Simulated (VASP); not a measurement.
VASP ran on this input.

POSCAR:
```
CuI
1
    0.0000000000     3.1527127025     3.1527127025
    3.1527127025     0.0000000000     3.1527127025
    3.1527127025     3.1527127025    -0.0000000000
Cu I
1 1
Direct
  1.0000000000   1.0000000000   1.0000000000
  0.2500000000   0.2500000000   0.2500000000
```

INCAR:
```
SYSTEM=CuI
PREC=Accurate; ENCUT=520; LREAL=.False.
LASPH=.True.
EDIFF=1E-6; NELM=100; ALGO=Normal
LMAXMIX=4
ISMEAR=0; SIGMA=0.05
GGA=ML; LUSE_VDW=.True.; AGGAC=0.0
ZAB_VDW=-1.8867
IBRION=2; NSW=60; ISIF=3
EDIFFG=-0.01
LWAVE=.False.; LCHARG=.False.
```

### KPOINTS
```
K-points
0
G
  7 7 7
```

POTCAR, in this order: Cu I (PBE.64 set). Program: vasp_std.

### Question
Translate this vdW-DF2 calculation to Quantum ESPRESSO's pw.x.

### Answer
One equivalent input (not run):
```
&CONTROL
  calculation = 'vc-relax'
  pseudo_dir = './pseudo'
  outdir = './out'
  tprnfor = .true.
  tstress = .true.
  nstep = 60
  forc_conv_thr = 0.00039
/
&SYSTEM
  ibrav = 0
  nat = 2
  ntyp = 2
  ecutwfc = 92
  occupations = 'smearing'
  smearing = 'gaussian'
  degauss = 0.003675
  input_dft = 'vdw-df2'
/
&ELECTRONS
  conv_thr = 7.3e-08
  electron_maxstep = 100
/
&IONS
/
&CELL
/
ATOMIC_SPECIES
  Cu 63.546 Cu.upf
  I 126.904 I.upf
CELL_PARAMETERS angstrom
     0.0000000    3.1527127    3.1527127
     3.1527127    0.0000000    3.1527127
     3.1527127    3.1527127   -0.0000000
ATOMIC_POSITIONS crystal
  Cu   1.0000000  1.0000000  1.0000000
  I    0.2500000  0.2500000  0.2500000
K_POINTS automatic
  7 7 7 0 0 0
```
The two are equivalent in intent, not identical: the potentials are each code's own (VASP's PAW set, PseudoDojo norm-conserving files in pw.x), so ENCUT and ecutwfc are chosen apart and not converted; conv_thr bounds pw.x's estimated SCF error, while EDIFF bounds the energy change between steps; forc_conv_thr acts on force components and is met together with etot_conv_thr.

The compound is CuI in the zinc blende structure. It was relaxed first, which changed the volume by +13 %. The start is the result of an earlier pass.
